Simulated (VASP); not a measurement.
Given:

```
CELL_PARAMETERS angstrom
      3.16318     0.00000     0.00000
      0.00000     3.16318     0.00000
      0.00000     0.00000     3.16318
ATOMIC_POSITIONS crystal
  La 0.00000 0.00000 0.00000
  N  0.50000 0.50000 0.50000
```

All values below come from r2SCAN meta-GGA, VASP's PBE PAW potentials (set 64) (plane waves; VASP). Run with 520 eV cut-off, 13×13×13 Γ-centred mesh, tetrahedra with Blöchl corrections, potentials La N.

Question: Give the energies of bands 6 to 11 at the high-symmetry points, in eV from the Fermi level.

Answer: 
```csv
band,Γ,X,M,R
6,-0.42,-3.44,-1.14,-4.50
7,-0.42,-1.19,-1.14,-4.50
8,0.10,-1.19,-0.31,-4.50
9,0.10,0.70,1.91,3.64
10,0.10,2.72,3.15,3.64
11,3.52,3.23,3.53,3.64
```

It has no gap at this level: it comes out as a metal or semimetal.

The structure was generated: LaN was put into the CsCl type type (Pm-3m), which need not be its known phase. It was relaxed first, which changed the volume by -33 %.
